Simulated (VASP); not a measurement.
Energy against volume of NiAl (CsCl type). Method: r2SCAN meta-GGA, VASP's PBE PAW potentials (set 64) (plane waves; VASP). Run with 520 eV cut-off, 13×13×13 Γ-centred mesh, first-order Methfessel-Paxton smearing of 0.10 eV, potentials Al Ni.

```
V (Å³/atom)  E (eV/atom)
-----------  -----------
11.386         -10.03139
11.738         -10.03680
12.090         -10.03053
12.442         -10.01432
```

Question: Fit these four points and predict the energy of the run at 11.034 Å³/atom.

Answer: A cubic in V^(−2/3), the third-order Birch-Murnaghan form, passes through the four points with V0 = 11.72 Å³/atom and B0 = 178 GPa, and gives -10.0122 eV/atom there. The run gave -10.0123 eV/atom, -0.1 meV/atom from the fit; all five points give B0 = 178 GPa.

The compound is NiAl in the CsCl type structure. It was relaxed first. The run is not spin-polarised, so no magnetic state was tried.
